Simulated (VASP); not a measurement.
# Na3BrO (Pm-3m): formation energy of the defect Br_i (6-fold void), part 2 of 9

How easily does the defect Br_i (6-fold void) form in Na3BrO (Pm-3m)? The host is relaxed first, then a supercell is run with and without the defect. The start is a computed cell from the Materials Project.

VASP 6.6.1, plane waves and PAW; the level of theory is named at each step.

So far. Step 2 (Relaxing the host crystal): The run ended after 3 ionic steps, 0.002 eV below its first step, once forces and stress met EDIFFG = -0.02. The relaxed cell has a = 4.510 Å (conventional setting).

## 3. Screening in the host

Level of this step: PBEsol; plane waves and PAW (Na, Br, O) (VASP).

Charged cells interact with their images through the host's screening, so the correction needs its dielectric constant.

Input file INCAR:

```
SYSTEM = Na3BrO
PREC = Accurate
ENCUT = 400
EDIFF = 1E-08
NELM = 120
ISMEAR = 0
SIGMA = 0.05
LREAL = .FALSE.
ALGO = Normal
GGA = PS
NBANDS = 14
LWAVE = .FALSE.
LCHARG = .FALSE.
KPAR = 4
LEPSILON = .TRUE.
IBRION = 8
NSW = 1
```

Input file POSCAR:

```
Na3BrO
1.0
    4.5097260779      0.0000000000      0.0000000000
    0.0000000000      4.5097260779      0.0000000000
    0.0000000000      0.0000000000      4.5097260779
Na Br O
3 1 1
Direct
    0.0000000000      0.5000000000      0.5000000000
    0.5000000000      0.0000000000      0.5000000000
    0.5000000000      0.5000000000      0.0000000000
    0.0000000000      0.0000000000      0.0000000000
    0.5000000000      0.5000000000      0.5000000000
```

Input file KPOINTS:

```
Automatic mesh
0
Gamma
5 5 5
0 0 0
```

PAW data sets: Na, Br and O (PBE family, release 64).

Started as:

```sh
$ mpirun -np 4 vasp_std
```

Output:

```text
[banner, memory and clock lines left out]
running    4 mpi-ranks, on    1 nodes
 distrk:  each k-point on    1 cores,    4 groups
 distr:  one band on    1 cores,    1 groups

 POSCAR found type information on POSCAR NaBrO
 POSCAR found :  3 types and       5 ions
 [... a notice as in an earlier step ...]

 LDA part: xc-table for (Slater+PW92), standard interpolation
 POSCAR, INCAR and KPOINTS ok, starting setup
 FFT: planning ... GRIDC
 FFT: planning ... GRID_SOFT
 FFT: planning ... GRID
 WAVECAR not read
 entering main loop
       N       E                     dE             d eps       ncg     rms          rms(c)
DAV:   1     0.834164218974E+02    0.83416E+02   -0.51243E+03   280   0.745E+02
DAV:   2    -0.106879079954E+02   -0.94104E+02   -0.82652E+02   392   0.165E+02
DAV:   3    -0.225970259004E+02   -0.11909E+02   -0.11787E+02   340   0.673E+01
DAV:   4    -0.228937160357E+02   -0.29669E+00   -0.29651E+00   346   0.123E+01
DAV:   5    -0.229003610073E+02   -0.66450E-02   -0.66448E-02   334   0.170E+00    0.987E+00
DAV:   6    -0.187822032593E+02    0.41182E+01   -0.15448E+01   328   0.235E+01    0.470E+00
DAV:   7    -0.185308713715E+02    0.25133E+00   -0.58045E-01   298   0.492E+00    0.232E+00
DAV:   8    -0.183675961487E+02    0.16328E+00   -0.26417E-01   322   0.462E+00    0.460E-01
DAV:   9    -0.183687637931E+02   -0.11676E-02   -0.81359E-03   316   0.641E-01    0.219E-01
DAV:  10    -0.183698641120E+02   -0.11003E-02   -0.15922E-03   328   0.312E-01    0.455E-02
DAV:  11    -0.183698714521E+02   -0.73401E-05   -0.51777E-05   378   0.478E-02    0.295E-02
DAV:  12    -0.183698771258E+02   -0.56737E-05   -0.15923E-05   340   0.319E-02    0.865E-03
DAV:  13    -0.183698755609E+02    0.15648E-05   -0.73837E-06   326   0.186E-02    0.322E-03
DAV:  14    -0.183698754543E+02    0.10664E-06   -0.64521E-07   310   0.605E-03    0.195E-03
DAV:  15    -0.183698754491E+02    0.52027E-08   -0.26441E-07   324   0.312E-03    0.491E-04
DAV:  16    -0.183698754455E+02    0.35523E-08   -0.29479E-08   292   0.110E-03
   1 F= -.18369875E+02 E0= -.18369875E+02  d E =-.681236E-17
 Linear response reoptimize wavefunctions to high precision
DAV:   1    -0.183698754494E+02   -0.38715E-08   -0.59705E-09   300   0.470E-04
DAV:   2    -0.183698754495E+02   -0.81172E-10   -0.31112E-10   176   0.110E-04
 Linear response G [H, r] |phi>, progress :
  Direction:   1
       N       E                     dE             d eps       ncg     rms
RMM:   1    -0.551030009604E+02   -0.55103E+02    0.13553E+02   587   0.662E+01
RMM:   2    -0.565472790754E+02   -0.14443E+01   -0.35305E+00   456   0.129E+01
RMM:   3    -0.566193425723E+02   -0.72063E-01   -0.18317E-01   491   0.281E+00
RMM:   4    -0.566238537683E+02   -0.45112E-02   -0.75464E-03   511   0.495E-01
RMM:   5    -0.566239716857E+02   -0.11792E-03   -0.32935E-04   516   0.101E-01
RMM:   6    -0.566239782082E+02   -0.65225E-05   -0.17803E-05   531   0.210E-02
RMM:   7    -0.566239784145E+02   -0.20623E-06   -0.14106E-06   519   0.477E-03
RMM:   8    -0.566239784007E+02    0.13773E-07   -0.24388E-07   518   0.122E-03
RMM:   9    -0.566239784024E+02   -0.16846E-08   -0.19376E-07   482   0.428E-04
RMM:  10    -0.566239784003E+02    0.20268E-08   -0.19183E-07   407   0.241E-04
RMM:  11    -0.566239783970E+02    0.33496E-08   -0.97861E-08   354   0.209E-04
 Linear response G [H, r] |phi>, progress :
  Direction:   2
       N       E                     dE             d eps       ncg     rms
RMM:   1    -0.587639605322E+02   -0.58764E+02    0.11603E+02   615   0.668E+01
RMM:   2    -0.614778835117E+02   -0.27139E+01   -0.42466E+00   471   0.137E+01
RMM:   3    -0.615646537463E+02   -0.86770E-01   -0.20375E-01   490   0.288E+00
RMM:   4    -0.615691950460E+02   -0.45413E-02   -0.75371E-03   515   0.517E-01
RMM:   5    -0.615693305102E+02   -0.13546E-03   -0.38126E-04   519   0.106E-01
RMM:   6    -0.615693378229E+02   -0.73127E-05   -0.19617E-05   536   0.230E-02
RMM:   7    -0.615693381120E+02   -0.28907E-06   -0.18223E-06   525   0.526E-03
RMM:   8    -0.615693381036E+02    0.84474E-08   -0.46879E-07   522   0.136E-03
RMM:   9    -0.615693381117E+02   -0.81224E-08   -0.44940E-07   490   0.492E-04
RMM:  10    -0.615693381122E+02   -0.55369E-09   -0.48499E-07   416   0.288E-04
RMM:  11    -0.615693381113E+02    0.91576E-09   -0.56880E-07   356   0.248E-04
RMM:  12    -0.615693381092E+02    0.20814E-08   -0.12597E-06   335   0.245E-04
RMM:  13    -0.615693381045E+02    0.47800E-08   -0.64861E-06   329   0.244E-04
RMM:  14    -0.615693381002E+02    0.42884E-08    0.29972E-07   298   0.243E-04
 Linear response G [H, r] |phi>, progress :
  Direction:   3
       N       E                     dE             d eps       ncg     rms
RMM:   1    -0.636605241339E+02   -0.63661E+02    0.81313E+01   606   0.658E+01
RMM:   2    -0.673612650742E+02   -0.37007E+01   -0.32319E+00   464   0.126E+01
RMM:   3    -0.674352530725E+02   -0.73988E-01   -0.14725E-01   487   0.266E+00
RMM:   4    -0.674395155679E+02   -0.42625E-02   -0.60248E-03   510   0.469E-01
RMM:   5    -0.674396105592E+02   -0.94991E-04   -0.22211E-04   502   0.932E-02
RMM:   6    -0.674396169110E+02   -0.63518E-05   -0.10942E-05   518   0.196E-02
RMM:   7    -0.674396171791E+02   -0.26815E-06   -0.62316E-07   512   0.428E-03
RMM:   8    -0.674396171925E+02   -0.13384E-07   -0.19673E-08   502   0.111E-03
RMM:   9    -0.674396171911E+02    0.13888E-08    0.40881E-08   454   0.407E-04
 Linear response to external field (no local field effect), progress :
  Direction:   1
       N       E                     dE             d eps       ncg     rms          rms(c)
RMM:   1    -0.464582037530E+00   -0.46458E+00   -0.16378E+00   588   0.332E+00
RMM:   2    -0.484681996094E+00   -0.20100E-01   -0.13674E-02   480   0.677E-01
RMM:   3    -0.485019411435E+00   -0.33742E-03   -0.48185E-04   465   0.111E-01
RMM:   4    -0.485036398083E+00   -0.16987E-04   -0.23966E-05   494   0.229E-02
RMM:   5    -0.485037168788E+00   -0.77070E-06   -0.14638E-06   519   0.469E-03
RMM:   6    -0.485037218992E+00   -0.50204E-07   -0.99130E-08   492   0.101E-03
RMM:   7    -0.485037221110E+00   -0.21177E-08   -0.63635E-08   454   0.250E-04
 change of polarisation eV/A/(eV/A) component  1 :     0.970    -0.186     0.009
 dielectric tensor                  component  1 :     2.914    -0.366     0.018
 Linear response to external field (no local field effect), progress :
  Direction:   2
       N       E                     dE             d eps       ncg     rms          rms(c)
RMM:   1    -0.586206592295E+00   -0.58621E+00   -0.22173E+00   608   0.358E+00
RMM:   2    -0.612730077304E+00   -0.26523E-01   -0.17126E-02   466   0.738E-01
[...]
RMM:   1    -0.587404070888E+00   -0.58740E+00   -0.21920E+00  1056   0.357E+00
RMM:   2    -0.612921047018E+00   -0.25517E-01   -0.16457E-02   846   0.720E-01    0.143E+00
RMM:   3    -0.577229976598E+00    0.35691E-01   -0.46924E-02   813   0.983E-01    0.736E-01
RMM:   4    -0.599602026710E+00   -0.22372E-01   -0.41352E-02   811   0.990E-01    0.171E-01
RMM:   5    -0.618155619934E+00   -0.18554E-01   -0.17483E-03   825   0.282E-01    0.301E-02
RMM:   6    -0.617904368717E+00    0.25125E-03   -0.57316E-05   859   0.447E-02    0.152E-02
RMM:   7    -0.618829673756E+00   -0.92531E-03   -0.77538E-06   839   0.197E-02    0.221E-03
RMM:   8    -0.619023917153E+00   -0.19424E-03   -0.50821E-07   900   0.411E-03    0.737E-04
RMM:   9    -0.619037560692E+00   -0.13644E-04   -0.76892E-08   911   0.897E-04    0.358E-04
RMM:  10    -0.619046279741E+00   -0.87190E-05   -0.96570E-08   861   0.664E-04    0.551E-05
RMM:  11    -0.619047928558E+00   -0.16488E-05   -0.12585E-07   719   0.875E-05    0.268E-05
RMM:  12    -0.619046996164E+00    0.93239E-06    0.13291E-07   659   0.774E-05    0.634E-06
 change of polarisation eV/A/(eV/A) component  2 :    -0.105     1.115     0.048
 dielectric tensor                  component  2 :    -0.206     3.200     0.094
 Linear response to external field, progress :
  Direction:   3
       N       E                     dE             d eps       ncg     rms          rms(c)
RMM:   1    -0.588474671571E+00   -0.58847E+00   -0.22027E+00  1057   0.357E+00
RMM:   2    -0.612920788563E+00   -0.24446E-01   -0.16395E-02   843   0.721E-01    0.143E+00
RMM:   3    -0.577226817499E+00    0.35694E-01   -0.46904E-02   814   0.983E-01    0.737E-01
RMM:   4    -0.599595408022E+00   -0.22369E-01   -0.41268E-02   813   0.990E-01    0.171E-01
RMM:   5    -0.618162050595E+00   -0.18567E-01   -0.17481E-03   825   0.282E-01    0.301E-02
RMM:   6    -0.617904271711E+00    0.25778E-03   -0.57234E-05   864   0.448E-02    0.153E-02
RMM:   7    -0.618828812490E+00   -0.92454E-03   -0.77586E-06   838   0.197E-02    0.222E-03
RMM:   8    -0.619023859169E+00   -0.19505E-03   -0.46726E-07   902   0.410E-03    0.734E-04
RMM:   9    -0.619037400252E+00   -0.13541E-04    0.59245E-08   913   0.897E-04    0.356E-04
RMM:  10    -0.619046087286E+00   -0.86870E-05    0.28378E-07   858   0.663E-04    0.557E-05
RMM:  11    -0.619047807614E+00   -0.17203E-05    0.96279E-08   708   0.863E-05    0.271E-05
RMM:  12    -0.619046841982E+00    0.96563E-06   -0.19627E-07   681   0.771E-05    0.634E-06
 change of polarisation eV/A/(eV/A) component  3 :    -0.008    -0.049     1.115
 dielectric tensor                  component  3 :    -0.016    -0.096     3.200
 Linear response DOF=           4
 Linear response progress:
  Degree of freedom:   1/  4
       N       E                     dE             d eps       ncg     rms          rms(c)
RMM:   1    -0.213727766998E-02   -0.21373E-02   -0.23119E-02   688   0.947E-01
RMM:   2    -0.206905879716E-02    0.68219E-04   -0.31886E-04   790   0.967E-02    0.303E-02
RMM:   3    -0.206422253983E-02    0.48363E-05   -0.25085E-05   812   0.271E-02    0.154E-02
RMM:   4    -0.208388946579E-02   -0.19667E-04   -0.16813E-05   786   0.226E-02    0.279E-03
RMM:   5    -0.209209839335E-02   -0.82089E-05   -0.36877E-07   831   0.385E-03    0.382E-04
RMM:   6    -0.209326856157E-02   -0.11702E-05   -0.16815E-08   868   0.802E-04    0.151E-04
RMM:   7    -0.209309211403E-02    0.17645E-06   -0.28615E-09   844   0.319E-04    0.403E-05
RMM:   8    -0.209305076782E-02    0.41346E-07   -0.17126E-10   890   0.701E-05    0.225E-05
RMM:   9    -0.209299577641E-02    0.54991E-07   -0.85854E-11   859   0.447E-05    0.833E-06
RMM:  10    -0.209298209790E-02    0.13679E-07   -0.18674E-11   895   0.164E-05    0.407E-06
RMM:  11    -0.209298245927E-02   -0.36137E-09   -0.10369E-11   825   0.562E-06    0.382E-07
 first order change of Fermi-energy   0.16155E-04
 force on displaced ion       1 direction 1 :  -6.191  -0.000   0.000
 Born effective charge ion    1 direction 1 :   0.796   0.000   0.000
 Linear response progress:
  Degree of freedom:   2/  4
       N       E                     dE             d eps       ncg     rms          rms(c)
RMM:   1    -0.847448233726E-03   -0.84745E-03   -0.59736E-03   934   0.533E-01
RMM:   2    -0.831186365168E-03    0.16262E-04   -0.86843E-05  1210   0.610E-02    0.198E-02
RMM:   3    -0.825556445569E-03    0.56299E-05   -0.83501E-06  1238   0.156E-02    0.108E-02
RMM:   4    -0.827446490818E-03   -0.18900E-05   -0.63590E-06  1203   0.121E-02    0.184E-03
RMM:   5    -0.827765541805E-03   -0.31905E-06   -0.29063E-07  1249   0.285E-03    0.496E-04
RMM:   6    -0.828032932254E-03   -0.26739E-06   -0.22500E-08  1277   0.852E-04    0.210E-04
RMM:   7    -0.827879962513E-03    0.15297E-06   -0.35953E-09  1262   0.366E-04    0.642E-05
RMM:   8    -0.827892867980E-03   -0.12905E-07   -0.26846E-10  1349   0.763E-05    0.277E-05
RMM:   9    -0.827897613822E-03   -0.47458E-08   -0.31342E-11  1359   0.340E-05    0.873E-06
 first order change of Fermi-energy   0.59939E-04
 force on displaced ion       1 direction 2 :   0.000  -1.432   0.000
 Born effective charge ion    1 direction 2 :   0.000   1.131   0.000
 Linear response progress:
  Degree of freedom:   3/  4
       N       E                     dE             d eps       ncg     rms          rms(c)
RMM:   1    -0.145929266607E+00   -0.14593E+00    0.98485E-02  1013   0.173E+00
RMM:   2    -0.145776671208E+00    0.15260E-03   -0.29167E-03   751   0.305E-01    0.481E-02
RMM:   3    -0.146159563631E+00   -0.38289E-03   -0.18252E-04   839   0.704E-02    0.205E-02
RMM:   4    -0.146507633862E+00   -0.34807E-03   -0.39966E-05   795   0.302E-02    0.821E-03
RMM:   5    -0.146586991275E+00   -0.79357E-04   -0.40761E-06   833   0.117E-02    0.427E-03
RMM:   6    -0.146565602005E+00    0.21389E-04   -0.24059E-07   853   0.229E-03    0.186E-03
RMM:   7    -0.146558677717E+00    0.69243E-05   -0.22869E-08   831   0.861E-04    0.165E-04
RMM:   8    -0.146555791504E+00    0.28862E-05   -0.25045E-09   888   0.253E-04    0.948E-05
RMM:   9    -0.146554939989E+00    0.85152E-06   -0.10430E-10   848   0.104E-04    0.462E-05
RMM:  10    -0.146554617898E+00    0.32209E-06    0.10854E-10   875   0.564E-05    0.516E-06
RMM:  11    -0.146554673531E+00   -0.55634E-07   -0.10554E-10   920   0.134E-05    0.213E-06
RMM:  12    -0.146554703843E+00   -0.30311E-07   -0.47656E-10   862   0.842E-06    0.121E-06
RMM:  13    -0.146554699927E+00    0.39159E-08    0.31428E-09   657   0.682E-06    0.723E-07
 first order change of Fermi-energy   0.69653E-03
 force on displaced ion       4 direction 1 :  -1.325   0.000   0.000
 Born effective charge ion    4 direction 1 :  -1.197   0.000   0.000
 Linear response progress:
  Degree of freedom:   4/  4
       N       E                     dE             d eps       ncg     rms          rms(c)
RMM:   1    -0.367414568116E+00   -0.36741E+00    0.35730E-01   883   0.328E+00
RMM:   2    -0.365243822607E+00    0.21707E-02   -0.89867E-03   796   0.393E-01    0.103E-01
RMM:   3    -0.366235470172E+00   -0.99165E-03   -0.80585E-04   819   0.143E-01    0.581E-02
RMM:   4    -0.367653130315E+00   -0.14177E-02   -0.73861E-04   811   0.123E-01    0.140E-02
RMM:   5    -0.367516648142E+00    0.13648E-03   -0.12444E-05   835   0.197E-02    0.403E-03
RMM:   6    -0.367467573589E+00    0.49075E-04   -0.68384E-07   845   0.608E-03    0.150E-03
RMM:   7    -0.367466101037E+00    0.14726E-05   -0.13266E-07   838   0.214E-03    0.221E-04
RMM:   8    -0.367459454740E+00    0.66463E-05   -0.12001E-08   832   0.639E-04    0.886E-05
RMM:   9    -0.367459241222E+00    0.21352E-06   -0.96908E-10   893   0.182E-04    0.362E-05
RMM:  10    -0.367459884559E+00   -0.64334E-06   -0.40317E-10   877   0.589E-05    0.152E-05
RMM:  11    -0.367459875480E+00    0.90783E-08   -0.25437E-10   858   0.311E-05    0.308E-06
 first order change of Fermi-energy  -0.27493E-03
 force on displaced ion       5 direction 1 :  -5.980   0.000  -0.000
 Born effective charge ion    5 direction 1 :  -1.855   0.000   0.000
 Born effective charges drift removed
 Linear response finished
```

It took 1.8 min on 4 MPI ranks of AMD EPYC 7R43, shared host; peak memory 0.86 GiB.

(Part 2 of 9 ends here.)

[Lines on the potential files, build, host, timing and source positions are cut from VASP's logs without a mark.]

[Logs are printed without paths, hosts, clocks, repeated set-up lines and the standing remarks that a program may print on its own settings, such as how far it seeks lower states.]

[Hosts, paths, dates, database ids (printed as entryN), source tags and the programs' standing remarks are cut or masked in the printed files.]

[In band tables of VASP the shares of atoms and orbitals are scaled to a sum of 1 inside the atoms' spheres.]

[Runs that stopped without an error message from VASP are left out.]
